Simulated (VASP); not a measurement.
Here is the system:

```
Al
1.0
    0.00000     2.06644     2.06644
    2.06644     0.00000     2.06644
    2.06644     2.06644     0.00000
Al
1
Direct
  0.00000   0.00000   0.00000
```

Method: revPBE GGA, VASP's PBE PAW potentials (set 64) (plane waves; VASP 6.6.1). Numerical set-up: 520 eV cut-off, 15×15×15 Γ-centred mesh, first-order Methfessel-Paxton smearing of 0.10 eV, potentials Al.

Task: Estimate the energy per atom (σ→0), pressure, band gap (on the k-mesh) with the smallest direct gap where there is one.

Result: 
* **band gap (on the k-mesh)**: none (metal, semimetal or under 0.01 eV)
* **energy per atom (σ→0)**: -3.541 eV/atom
* **pressure**: -3.76 GPa

The absolute energy has meaning only against runs of the same code, potentials and settings.

The compound is Al in the fcc structure. This cell is one point of a volume scan, at 1.06 of the reference volume.
